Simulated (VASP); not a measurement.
Set up this calculation in VASP 6.6.1, as the native input.

| Item | Value |
| --- | --- |
| Task | relaxation of cell and atoms |
| Functional | PBE |
| Potentials or basis | VASP PAW PBE potentials, release 64 (Cd, Te) |
| Cutoff | 520 eV |
| k mesh | 8 × 8 × 8 |
| Occupations | gaussian, width 0.02 eV |
| Spin | no spin polarisation |
| Further INCAR settings | ALGO = Normal; EDIFF = 1e-07; IBRION = 2; EDIFFG = -0.002; NSW = 80; ISIF = 3 |

The structure of CdTe lies in POSCAR:

```
CdTe                                    
1.0
    0.0000000000      3.3119121402      3.3119121402
    3.3119121402     -0.0000000000      3.3119121402
    3.3119121402      3.3119121402      0.0000000000
  Cd              Te            
     1     1
Direct
     1.0000000000000000    0.0000000000000000    0.0000000000000000
     0.2500000000000000    0.2500000000000000    0.2500000000000000
```

These files were run (other wordings do the same):

INCAR

```
  ALGO = Normal
  EDIFF = 1E-7
  EDIFFG = -0.002
  ENCUT = 520
  GGA = PE
  IBRION = 2
  ISIF = 3
  ISMEAR = 0
  LASPH = True
  LCHARG = False
  LREAL = False
  LWAVE = False
  NELM = 100
  NSW = 80
  PREC = Accurate
  SIGMA = 0.02
```

KPOINTS

```
k-points
0
Gamma
  8 8 8
```

Potentials or basis: VASP PAW PBE potentials, release 64 (Cd, Te).

Command:

```sh
$ cat potpaw_PBE.64/Cd/POTCAR potpaw_PBE.64/Te/POTCAR > POTCAR
$ mpirun -np 1 vasp_std > vasp.out
```

It gave:

```
Relaxed volume                         : 36.35 Å³/atom
Relaxed cell                           : a = 4.685 Å, b = 4.685 Å, c = 4.685 Å, α = 60.00°, β = 60.00°, γ = 60.00°
Space group after relaxing (to 0.05 Å) : F-43m (No. 216)
Energy gained by relaxing              : 0.0 meV/atom
Ionic steps                            : 2
Pressure after relaxing                : 0.0 GPa
Band gap on the k mesh                 : 0.57 eV, direct
```

Caveat: spin-orbit coupling is left out, which moves the levels of the heavy elements.

It took 53 s on 1 thread of Intel(R) Xeon(R) Platinum 8488C (Sapphire Rapids) (shared host), peak memory 0.22 GiB.
